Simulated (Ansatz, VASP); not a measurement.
# V2CF2: VASP beside Ansatz

Wanted: the spread between two codes on one cell, functional and k mesh. The structure shown is the start of the Ansatz relaxation below; VASP solves that cell, so the two are compared at the walk's first step.

Method: plane waves, with VASP 6.6.1 beside it; single point at PBE, in Ansatz 0.2.0.

**1. Set-up**

The cell holds 5 atoms: 1 C, 2 V and 2 F. Cell: a = 2.987 Å, b = 2.987 Å, c = 33.200 Å, α = 90.0°, β = 90.0°, γ = 120.0°. Vacuum lies along c.

**2. Ansatz: relaxation, PBE**

Ansatz runs on its default PAW (the set named soft_2) files.

The two programs are compared at the cell with which this relaxation starts, whose forces are those of its first step.

input.yaml

```yaml
crystal:
  lattice:
    - [2.9869525926, 0.0, 0.0]
    - [-1.4934762963, 2.5867768251, 0.0]
    - [0.0, 0.0, 33.2]
  atoms:
    - { symbol: C, position: [0.0, 0.0, 0.3012048193] }
    - { symbol: V, position: [0.3333333333, 0.6666666667, 0.3318683623] }
    - { symbol: V, position: [0.6666666667, 0.3333333333, 0.2705412762] }
    - { symbol: F, position: [0.6666666667, 0.3333333333, 0.3704547773] }
    - { symbol: F, position: [0.3333333333, 0.6666666667, 0.2319548612] }
  periodic: [true, true, false]
kpoints:
  mp_grid: { grid: [15, 15, 1] }
hamiltonian:
  xc: pbe
scf:
  occupations: { method: gaussian, width: 0.1 }
output:
  forces: true
  stress: true
  eigenvalues: true
  write_density: true
  write_potential: true
  elf: true
  volumetric_format: npy
relax:
  adjacent_minimum: "off"
  f_tol: 0.005
  max_steps: 80
  cell: { stress_2d_tol: 0.02 }
```

Launch:

```
$ ansatz run input.yaml --threads 8 --pin off --max-ram 14336MiB --backend cpu --events-out ev --progress --plain --runs-dir out
```

Numbers of over 12 decimals in the logs are rounded to 6 here.

What it wrote:

```text
Engine: ansatz 0.2.0, aarch64-unknown-linux-gnu
Pseudopotentials: kind: paw
Pseudopotential: C, paw, valence charge 4, recommended cutoff 420 eV (normal), C.paw.azcp
Pseudopotential: V, paw, valence charge 13, recommended cutoff 420 eV (normal), V.paw.azcp
Pseudopotential: F, paw, valence charge 7, recommended cutoff 420 eV (normal), F.paw.azcp
Functional definition: PBE
  parameter kappa = 0.804
  parameter beta = 0.066725
  exchange = pbe_x(kappa = kappa, mu = beta*pi^2/3)
  correlation = pbe_c(beta = beta)
Crystal: 5 atoms, lattice volume = 256.522 Å³
Basis set: ecut = 420 eV, 4863 PW (Γ), exchange–correlation on 40×40×450 points (8 copies of the dense FFT grid, shifted against one another)
Bands: 27, of which v1, the nominal top of the filled ones, is band 22 counted from 1 (21 counted from 0)
Symmetry: 12 space group operations
Space group: P-3m1 (ITA 164), of the structure as read, at distance tolerance 6.4e-5 Å
k-points: 27 of 225
Non-local potential: C, projectors of the file, l = 0: 2, l = 1: 2, l = 2: 1
Non-local potential: V, projectors of the file, l = 0: 3, l = 1: 2, l = 2: 3, l = 3: 1
Non-local potential: F, projectors of the file, l = 0: 2, l = 1: 2, l = 2: 1
PAW form: soft (Blöchl's): semilocal exchange-correlation on the pseudo side does not see the compensation charge
PAW one-centre angular grid: C, 110 points (default); XC on 64 Gauss nodes
PAW one-centre angular grid: V, 590 points (default); XC on 64 Gauss nodes
PAW one-centre angular grid: F, 110 points (default); XC on 64 Gauss nodes
Initial density: superposition of atomic densities (neutral atoms: chi_scale 0, normalization atom), corrected by the library's trained network
Initial wavefunctions: pseudopotential atomic-orbital guess
Functional: x = pbe(κ = 0.804, μ = 0.219515), c = pbe(β = 0.066725)
SCF iter   1: F=—  HF=-7695.306379 eV  |F-HF|=—  |Δ(HF+E_count)|=         —  Δρ=4.51e-3  dr2=3.45e-2  ethr=1.77e-3  ⟨swp⟩=12.1  Hψ=5216  notcnv=0
preconditioner: auto → LDOS  [metal: Δε(μ)=0.044 eV  Ē_g=9.273 eV  σ=0.100 eV  W_gap=0.25  n_scr=20 (ndim 8)  ℏωp=12.3 eV  f_vac=0.785  D(μ)=2.14/eV (n_scr^D=12)  β→1.0]
SCF iter   2: F=—  HF=-7695.308453 eV  |F-HF|=—  |Δ(HF+E_count)|=   2.07e-3  Δρ=3.23e-3  dr2=2.88e-2  ethr=7.84e-5  ⟨swp⟩=3.9  Hψ=2182  notcnv=0  defer=10
SCF iter   3: F=—  HF=-7695.301897 eV  |F-HF|=—  |Δ(HF+E_count)|=   6.56e-3  Δρ=1.04e-3  dr2=3.44e-3  ethr=6.55e-5  ⟨swp⟩=2.3  Hψ=1318  notcnv=0  defer=10
SCF iter   4: F=—  HF=-7695.301273 eV  |F-HF|=—  |Δ(HF+E_count)|=   6.24e-4  Δρ=1.89e-4  dr2=3.88e-5  ethr=7.82e-6  ⟨swp⟩=3.1  Hψ=1352  notcnv=0  defer=10
SCF iter   5: F=—  HF=-7695.301254 eV  |F-HF|=—  |Δ(HF+E_count)|=   1.91e-5  Δρ=4.41e-5  dr2=2.52e-6  ethr=8.82e-8  ⟨swp⟩=4.1  Hψ=1842  notcnv=0  defer=8
SCF iter   6: F=—  HF=-7695.301255 eV  |F-HF|=—  |Δ(HF+E_count)|=   1.09e-6  Δρ=9.07e-6  dr2=1.12e-7  ethr=5.73e-9  ⟨swp⟩=3.5  Hψ=1743  notcnv=0  defer=7
SCF iter   7: F=-7695.301256 eV  HF=-7695.301256 eV  |F-HF|=1.58e-7  |Δ(HF+E_count)|=   8.00e-7  Δρ=2.99e-6  dr2=9.16e-9  ethr=2.27e-10  ⟨swp⟩=20.2  Hψ=8073  notcnv=0
SCF 1 converged in 7 iterations: F = -7695.301256 eV  dr2 = 9.16e-9
  greatest PAW one-centre occupation: 1.000 electrons in one spin orbital (limit 2), on the V atom at site 2 (counted from 0), in its partial waves of l = 0
relax step   1: F+E_penalty+E_count = -7695.30125596 eV  Δ(F+E_penalty+E_count) = +0.000e0 eV  max|allowed force component| = 2.453e-2 eV/Å  Δτ_max = 0.0000 Å  P = -0.024 N/m  Ω = 256.522 Å³  fix = [c, alpha, beta]  reactions: c -0.000 N/m  (7 SCF iters, dr2 threshold 1.00e-7 eV, accepted)
[...]
relax step   2: F+E_penalty+E_count = -7695.30137093 eV  Δ(F+E_penalty+E_count) = -1.150e-4 eV  max|allowed force component| = 2.576e-3 eV/Å  Δτ_max = 0.0011 Å  P = -0.004 N/m  Ω = 256.405 Å³  energy of the carried Pulay correction = +9.169e-5 eV  fix = [c, alpha, beta]  reactions: c -0.000 N/m  (4 SCF iters, dr2 threshold 3.76e-8 eV, accepted)
[...]
relax step   3: F+E_penalty+E_count = -7695.30129084 eV  Δ(F+E_penalty+E_count) = +8.009e-5 eV  max|allowed force component| = 2.716e-3 eV/Å  Δτ_max = 0.0000 Å  P = -0.007 N/m  Ω = 256.405 Å³  fix = [c, alpha, beta]  reactions: c -0.000 N/m  stress off target by 6.85e-3 N/m on what of the cell is left free  SCF on the basis re-selected at this cell (its energy is not comparable with the rows above)  (6 SCF iters)
basis re-selected at this cell: Δ(F+E_penalty+E_count) = +8.009e-5 eV, ΔP = -0.003 N/m vs the last step (what re-selecting the basis moved, of the pressure what is left beyond the Pulay correction that the steps carried, after the strain that the cell walked since its last selection, with what the two solves' SCF thresholds leave and, on support functions, any second-order correction that the steps lacked; it is no m [...]
WARN: The output density's exchange-correlation potential varies sharply where the density is thin. Do not read a vacuum level from v_tot or v_xc, or from such a field of the output density. On a cell that repeats whose density bears no net charge and no dipole along the vacuum's axis use v_es (v_loc + v_h of the components); under efield.dipole_correction with no amplitude use v_es + v_field, which holds any externa [...]
SCF converged after 6 iterations
Free energy (F): -7695.301291 eV
Harris-Foulkes:  -7695.301291 eV  (|F-HF|=2.82e-11)
Internal energy: -7695.290940 eV  (E = F + TS)
E sigma→0 (E₀):  -7695.296116 eV
Entropy (-TS):   -0.010350 eV (-2.070 meV/atom)
Fermi energy:    -5.331626 eV
--- Per-component energies (eV) ---
  E_band       = -1198.609669
  E_kinetic    = 1177.076398
  E_local      = -150316.396728  (includes V_loc(G=0)·N_el)
  E_nonlocal   = 80.922645
  E_hartree    = 74494.288873
  E_xc         = -469.717813
  E_vxc        = -596.461055  (∫ρ·V_xc dr)
  E_paw        = -2724.445491  (= ΣΔE_a)
  E_vpaw       = -532.333235  (= ΣTr[D̂ρ^β])
  E_aug_tail   = 0.004555  (compensation charges beyond the density's cutoff)
  E_ewald      = 70062.976621
  E_smearing   = -0.010350  (= −TS)
  E_closure    = 0.000000  (closes the sum)
  Σ components = -7695.301291   (vs F -7695.301291, Δ=0.00e0)
--- Forces (eV/Å), atoms counted from 1 ---
  atom   1  C      0.00000000     0.00000000     0.00000000
  atom   2  V     -0.00000000     0.00000000     0.00250890
  atom   3  V     -0.00000000    -0.00000000    -0.00250890
  atom   4  F     -0.00000000    -0.00000000    -0.00271619
  atom   5  F      0.00000000     0.00000000     0.00271619
  max |Σ_I F_I| component: 1.30e-16 eV/Å
--- 2D stress c σ (N/m, compression-positive) ---
       -0.006852       0.000000      -0.000000
        0.000000      -0.006852      -0.000000
       -0.000000      -0.000000      -0.000000
  P = ½ c Tr σ = -0.0069 N/m
--- Band table (eV; the first three rows and the last of 27) ---
  k-point 0: bands = [... 18 lower, -9.0260, -9.0260, -6.6467, -6.6467, -5.7861, -4.7751, -4.7751, -4.5203, ... 1 higher]
  k-point 1: bands = [... 18 lower, -9.1862, -9.0756, -6.6880, -6.5656, -5.7712, -4.8095, -4.7625, -4.5278, ... 1 higher]
  k-point 2: bands = [... 18 lower, -9.4819, -9.1913, -6.8430, -6.3466, -5.7001, -4.8604, -4.7218, -4.5286, ... 1 higher]
  k-point 26: bands = [... 18 lower, -10.5083, -9.3795, -5.9740, -5.6291, -5.6291, -4.3844, -4.3844, -4.0374, ... 1 higher]
--- Relaxed structure (2 steps of the walk, 2 accepted, 1 SCFs on fresh bases) ---
  F+E_penalty+E_count = -7695.30129084 eV   max|allowed force component| = 2.716e-3 eV/Å   (the final SCF, on the basis selected at the relaxed cell)
  cell:  # Å, volume = 256.4050 Å³
    - [2.986269, 0.0, 0]
    - [-1.493134, 2.586185, 0]
    - [0, 0, 33.2]
  atoms:
    - { symbol: C, position: [0, 0, 0.301205] }
    - { symbol: V, position: [0.333333, 0.666667, 0.331899] }
    - { symbol: V, position: [0.666667, 0.333333, 0.270511] }
    - { symbol: F, position: [0.666667, 0.333333, 0.370489] }
    - { symbol: F, position: [0.333333, 0.666667, 0.231921] }
```

**3. VASP: single point, PBE, start cell, pair 1**

The same cell, functional, mesh and smearing now go to VASP, with its own data sets.

Lines of VASP's logs that name or quote its potential files are left out, and so is its time.

INCAR

```
SYSTEM = V2CF2
PREC = Accurate
ENCUT = 520
EDIFF = 1E-06
NELM = 120
ISMEAR = 0
SIGMA = 0.1
LREAL = .FALSE.
ALGO = Normal
GGA = PE
NBANDS = 28
LASPH = .TRUE.
LORBIT = 11
LWAVE = .FALSE.
LCHARG = .FALSE.
ISIF = 2
LDIPOL = .TRUE.
IDIPOL = 3
DIPOL = 0.5 0.5 0.301
LVHAR = .TRUE.
GGA_COMPAT = .FALSE.
NELMDL = -8
KPAR = 2
```

POSCAR

```
V2CF2
1.0
    2.9869530000      0.0000000000      0.0000000000
   -1.4934760000      2.5867770000      0.0000000000
    0.0000000000      0.0000000000     33.2000000000
C V F
1 2 2
Direct
    0.0000000000      0.0000000000      0.3012048193
    0.3333332217      0.6666666667      0.3318683735
    0.6666664435      0.3333333333      0.2705412651
    0.6666664435      0.3333333333      0.3704547892
    0.3333332217      0.6666666667      0.2319548494
```

KPOINTS

```
Automatic mesh
0
Gamma
15 15 1
0 0 0
```

The projector-augmented-wave data sets are C, V_sv and F (PBE family, release 64).

Launch:

```
$ mpirun -np 2 vasp_std
```

What it wrote:

```text
[banner, memory and clock lines left out]
running    2 mpi-ranks, on    1 nodes
 distrk:  each k-point on    1 cores,    2 groups
 distr:  one band on    1 cores,    1 groups

 POSCAR found type information on POSCAR C V F
 POSCAR found :  3 types and       5 ions
 LDA part: xc-table for (Slater+PW92), standard interpolation
 POSCAR, INCAR and KPOINTS ok, starting setup
 FFT: planning ... GRIDC
 FFT: planning ... GRID_SOFT
 FFT: planning ... GRID
 WAVECAR not read
 entering main loop
       N       E                     dE             d eps       ncg     rms          rms(c)
DAV:   1     0.474619918934E+03    0.47462E+03   -0.24788E+04  2000   0.130E+03
DAV:   2     0.204538343090E+01   -0.47257E+03   -0.46262E+03  1852   0.392E+02
DAV:   3    -0.484652828747E+02   -0.50511E+02   -0.49825E+02  1704   0.126E+02
DAV:   4    -0.499313253137E+02   -0.14660E+01   -0.14591E+01  1884   0.217E+01
DAV:   5    -0.499580764289E+02   -0.26751E-01   -0.26722E-01  1852   0.282E+00
DAV:   6    -0.499586338952E+02   -0.55747E-03   -0.55734E-03  2104   0.401E-01
DAV:   7    -0.499586464955E+02   -0.12600E-04   -0.12600E-04  1792   0.522E-02
DAV:   8    -0.499586469265E+02   -0.43103E-06   -0.43090E-06  1780   0.100E-02    0.404E+01
DAV:   9    -0.402264786922E+02    0.97322E+01   -0.92168E+01  1808   0.693E+01    0.895E+00
DAV:  10    -0.394162515265E+02    0.81023E+00   -0.12802E+01  1864   0.349E+01    0.939E+00
DAV:  11    -0.391916767465E+02    0.22457E+00   -0.11590E+00  1684   0.912E+00    0.463E-01
DAV:  12    -0.391920200094E+02   -0.34326E-03   -0.53289E-02  1648   0.190E+00    0.403E-01
DAV:  13    -0.391902527451E+02    0.17673E-02   -0.31300E-03  1900   0.476E-01    0.221E-01
DAV:  14    -0.391885804113E+02    0.16723E-02   -0.28118E-03  1716   0.400E-01    0.137E-01
[...]
DAV:  20    -0.391889740458E+02   -0.13627E-03   -0.87078E-06  1564   0.195E-02    0.434E-03
DAV:  21    -0.391890702266E+02   -0.96181E-04   -0.69510E-06  1580   0.147E-02    0.592E-03
DAV:  22    -0.391891187110E+02   -0.48484E-04   -0.27973E-06  1268   0.113E-02    0.229E-03
DAV:  23    -0.391891397197E+02   -0.21009E-04   -0.91695E-07  1200   0.451E-03    0.726E-04
DAV:  24    -0.391891476796E+02   -0.79599E-05   -0.30723E-07  1040   0.215E-03    0.252E-04
DAV:  25    -0.391891488401E+02   -0.11605E-05   -0.32787E-08   828   0.972E-04    0.141E-04
DAV:  26    -0.391891500789E+02   -0.12388E-05   -0.33317E-08   868   0.678E-04    0.123E-04
DAV:  27    -0.391891503088E+02   -0.22987E-06   -0.87051E-09   756   0.401E-04
   1 F= -.39189150E+02 E0= -.39183968E+02  d E =-.103648E-01
```

From OUTCAR (step 3):

```text
ion  position               nearest neighbor table
   1  0.000  0.000  0.301-   2 2.00   3 2.00   2 2.00   3 2.00   3 2.00   2 2.00
   2  0.333  0.667  0.332-   1 2.00   1 2.00   1 2.00   4 2.15   4 2.15   4 2.15   3 2.67   3 2.67
                             3 2.67
   3  0.667  0.333  0.271-   1 2.00   1 2.00   1 2.00   5 2.15   5 2.15   5 2.15   2 2.67   2 2.67
                             2 2.67
   4  0.667  0.333  0.370-   2 2.15   2 2.15   2 2.15
   5  0.333  0.667  0.232-   3 2.15   3 2.15   3 2.15

  LATTYP: Found a hexagonal cell.
 ALAT       =     2.9869530000
 C/A-ratio  =    11.1150058270

 Subroutine GETGRP returns: Found 12 space group operations
 (whereof  6 operations were pure point group operations)

The static configuration has the point symmetry C_3v.
 The point group associated with its full space group is D_3d.

 Found     27 irreducible k-points:

   k-points           NKPTS =     27   k-points in BZ     NKDIM =     27   number of bands    NBANDS=     28

   dimension x,y,z NGX =    24 NGY =   24 NGZ =  250
   dimension x,y,z NGXF=    48 NGYF=   48 NGZF=  500

   ENCUT  =  520.0 eV  38.22 Ry    6.18 a.u.   5.55  5.55 61.73*2*pi/ulx,y,z

   NELECT =      44.0000    total number of electrons

 k-points in reciprocal lattice and weights: Automatic mesh
   0.00000000  0.00000000  0.00000000       0.004
   0.06666667  0.00000000  0.00000000       0.027
   0.13333333  0.00000000  0.00000000       0.027
   0.20000000  0.00000000  0.00000000       0.027
   0.26666667  0.00000000  0.00000000       0.027
   0.33333333  0.00000000  0.00000000       0.027
   0.40000000  0.00000000  0.00000000       0.027
   0.46666667  0.00000000  0.00000000       0.027
   0.06666667  0.06666667  0.00000000       0.027
[...]
0.33333333  0.26666667  0.00000000       0.053
   0.33333333  0.33333333  0.00000000       0.009

 dipolmoment           0.000000      0.000000      0.000000 electrons x Angstroem

 average (electrostatic) potential at core
       1 -57.7720       2 -84.3405       3 -84.3405       4 -83.9512       5 -83.9512

 E-fermi :  -2.8068

 k-point     1 :       0.0000    0.0000    0.0000
  band No.  band energies     occupation
    ...
     19      -6.4888      2.00000
     20      -6.4888      2.00000
     21      -4.1223      2.00000
     22      -4.1223      2.00000
     23      -3.2516      2.00000
     24      -2.2464      0.00000
     25      -2.2464      0.00000
     26      -1.9938      0.00000
     27      -1.9938      0.00000
     28      -1.2499      0.00000

 k-point     2 :       0.0667    0.0000    0.0000
  band No.  band energies     occupation
    ...
     19      -6.6497      2.00000
     20      -6.5389      2.00000
     21      -4.1629      2.00000
     22      -4.0411      2.00000
     23      -3.2373      2.00000
     24      -2.2809      0.00000
     25      -2.2338      0.00000
     26      -2.0010      0.00000
     27      -1.9559      0.00000
     28      -1.1331      0.00000

 k-point     3 :       0.1333    0.0000    0.0000
  band No.  band energies     occupation
    ...
     19      -6.9325      2.00000
     20      -6.6554      2.00000
     21      -4.3162      2.00000
     22      -3.8222      2.00000
     23      -3.1679      2.00000
     24      -2.3322      0.00000
     25      -2.1934      0.00000
     26      -2.0016      0.00000
     27      -1.8541      0.00000
     28      -0.8381      0.00000

  Total        0.1493333      0.1493333      0.1304789      0.0000000      0.0000000      0.0000000
  in kB        0.9326995      0.9326993      0.8149394      0.0000002      0.0000000      0.0000000
  external PRESSURE =       0.8934461 kB  Pullay stress =       0.0000000 kB

  energy-cutoff  :      520.00
  volume of cell :      256.52
      direct lattice vectors                 reciprocal lattice vectors
     2.986953000  0.000000000  0.000000000     0.334789332  0.193290660  0.000000000
    -1.493476000  2.586777000  0.000000000     0.000000000  0.386581449  0.000000000
     0.000000000  0.000000000 33.200000000     0.000000000  0.000000000  0.030120482

 POSITION                                       TOTAL-FORCE (eV/Angst)
 -----------------------------------------------------------------------------------
      0.00000      0.00000     10.00000         0.000000      0.000000     -0.000000
     -0.00000      1.72452     11.01803         0.000000     -0.000000      0.076865
      1.49348      0.86226      8.98197        -0.000000      0.000000     -0.076865
      1.49348      0.86226     12.29910        -0.000000     -0.000000      0.017451
     -0.00000      1.72452      7.70090        -0.000000      0.000000     -0.017451
 -----------------------------------------------------------------------------------
    total drift:                                0.003439      0.000000      0.000226

  FREE ENERGIE OF THE ION-ELECTRON SYSTEM (eV)
  ---------------------------------------------------
  free  energy   TOTEN  =       -39.1891503088 eV

  energy  without entropy=      -39.1787855391  energy(sigma->0) =      -39.18396792

 vacuum level on the upper side and lower side of the slab         2.586         2.586

 total charge
# of ion       s       p       d       tot
------------------------------------------
    1        0.899   1.623   0.000   2.522
    2        2.249   6.255   3.145  11.649
    3        2.249   6.255   3.145  11.649
    4        1.739   4.333   0.000   6.072
    5        1.739   4.333   0.000   6.072
--------------------------------------------------
tot          8.875  22.799   6.289  37.963

[... 3 further parts left out ...]
```

This run has no spin polarisation, so a moment on V, if there is one, isn't seen.

**4. Differences**

Known differences besides the potentials themselves: Ansatz cuts the interaction across the vacuum, VASP repeats the sheet with a dipole correction; the cutoff is 420 eV in Ansatz and 520 eV in VASP. Total energies have different zeros and are not compared.

Forces (eV/Å; atoms numbered as in POSCAR):

```
atom        Ansatz x, y, z          VASP x, y, z
  C1   0.000, 0.000, 0.000   0.000, 0.000, 0.000
  V2   0.000, 0.000, 0.025   0.000, 0.000, 0.077
  V3  0.000, 0.000, -0.025  0.000, 0.000, -0.077
  F4  0.000, 0.000, -0.003   0.000, 0.000, 0.017
  F5   0.000, 0.000, 0.003  0.000, 0.000, -0.017
```

The forces differ by 21 meV/Å r.m.s., where the r.m.s. force is 0.009 eV/Å in Ansatz and 0.029 eV/Å in VASP: the atoms lie near their places of rest in Ansatz, so a percentage would say little (all taken over all components). With vacuum in the cell, a pressure given here is an average over mostly empty space and none of the material.

**5. Ansatz: relaxation, PBE**

The two programs are compared at the cell with which this relaxation starts, whose forces are those of its first step.

The structure compared here is the start of the Ansatz relaxation; VASP solves that cell, so the two are compared at the walk's first step.

input.yaml

```yaml
crystal:
  lattice:
    - [2.9, 0.0, 0.0]
    - [-1.45, 2.51147, 0.0]
    - [0.0, 0.0, 20.0]
  atoms:
    - { symbol: C, position: [0.0, 0.0, 0.5] }
    - { symbol: V, position: [0.333333, 0.666667, 0.56] }
    - { symbol: V, position: [0.666667, 0.333333, 0.44] }
    - { symbol: F, position: [0.666667, 0.333333, 0.6175] }
    - { symbol: F, position: [0.333333, 0.666667, 0.3825] }
  periodic: [true, true, false]
kpoints:
  mp_grid: { grid: [9, 9, 1] }
hamiltonian:
  xc: pbe
scf:
  occupations: { method: gaussian, width: 0.1 }
output:
  forces: true
  stress: true
  eigenvalues: true
relax:
  adjacent_minimum: "off"
  f_tol: 0.05
  max_steps: 80
  cell: { stress_2d_tol: 0.02 }
```

Launch:

```
$ ansatz run input.yaml --threads 8 --pin off --max-ram 14336MiB --backend cpu --events-out ev --progress --plain --runs-dir out
```

What it wrote:

```text
[...]
cell:  # Å, volume = 256.5224 Å³
    - [2.986953, 0.0, 0]
    - [-1.493476, 2.586777, 0]
    - [0, 0, 33.2]
  atoms:
    - { symbol: C, position: [0, 0, 0.301205] }
    - { symbol: V, position: [0.333333, 0.666667, 0.331868] }
    - { symbol: V, position: [0.666667, 0.333333, 0.270541] }
    - { symbol: F, position: [0.666667, 0.333333, 0.370455] }
    - { symbol: F, position: [0.333333, 0.666667, 0.231955] }
[key lines of the parts left out:]
SCF converged after 8 iterations
Free energy (F): -7695.304362 eV
Fermi energy:    -5.423931 eV
P = ½ c Tr σ = 0.0067 N/m
```

(Continued in part 2 of 2.)

[Lines on the potential files, build, host, timing and source positions are cut from VASP's logs without a mark.]

[Logs are printed without paths, hosts, clocks, repeated set-up lines and the standing remarks that a program may print on its own settings, such as how far it seeks lower states.]

[Hosts, paths, dates, database ids (printed as entryN), source tags and the programs' standing remarks are cut or masked in the printed files.]
